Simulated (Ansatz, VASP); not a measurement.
CuAs in VASP and in Ansatz

The input INCAR:

```
PREC = Accurate
ENCUT = 520
EDIFF = 1E-7
ISMEAR = 0
SIGMA = 0.15
LREAL = F
LASPH = T
NELM = 80
ALGO = Normal
ISIF = 2
LWAVE = F
LCHARG = F
NBANDS = 24
```

KPOINTS

```
Automatic mesh
0
Gamma
  15 15 10
```

POSCAR

```
CuAs
1.0
    3.5641947886      0.0000000000      0.0000000000
   -1.7820973943      3.0866832310      0.0000000000
    0.0000000000      0.0000000000      5.1720030578
Cu As
2 2
Direct
    0.0000000000      0.0000000000      0.5000000000
    0.0000000000      0.0000000000      0.0000000000
    0.6666666667      0.3333333333      0.7500000000
    0.3333333333      0.6666666667      0.2500000000
```

Input for Ansatz:

```yaml
crystal:
  lattice:
    - [3.5641947886, 0.0, 0.0]
    - [-1.7820973943, 3.086683231, 0.0]
    - [0.0, 0.0, 5.1720030578]
  atoms:
    - { symbol: Cu, position: [0.0, 0.0, 0.5] }
    - { symbol: Cu, position: [0.0, 0.0, 0.0] }
    - { symbol: As, position: [0.6666666667, 0.3333333333, 0.75] }
    - { symbol: As, position: [0.3333333333, 0.6666666667, 0.25] }
basis:
  ecutwfc: 520.0
kpoints:
  mp_grid: { grid: [15, 15, 10] }
hamiltonian:
  xc: lda
scf:
  occupations: { method: gaussian, width: 0.15 }
output:
  forces: true
  stress: true
  eigenvalues: true
  write_density: true
  write_potential: true
  elf: true
  volumetric_format: npy
```

Alike in both runs: task single point; functional LDA; k mesh 15 × 15 × 10; occupations gaussian, width 0.15 eV; no spin polarisation.

```csv
,VASP,Ansatz
version,VASP 6.6.1,Ansatz 0.2.0
potentials or method,"VASP PAW LDA potentials, release 64 (Cu, As)","scalar-relativistic, plane waves, PAW"
plane-wave cutoff (eV),520,520
valence electrons in the cell,32,68
```

Ansatz gave:

| Quantity | Value |
| --- | --- |
| gap on the k mesh at the Fermi level (eV) | none |
| pressure (GPa) | 8.6 |
| largest component of the traceless stress (GPa) | 7.89 |

Question: Estimate VASP's values.

Answer: gap on the k mesh at the Fermi level (eV): none; pressure (GPa): 9.2; largest component of the traceless stress (GPa): 7.81.

A gap of «none» marks a metal or a gap that the smearing closes. The two sets of potentials don't hold the same shells in valence.
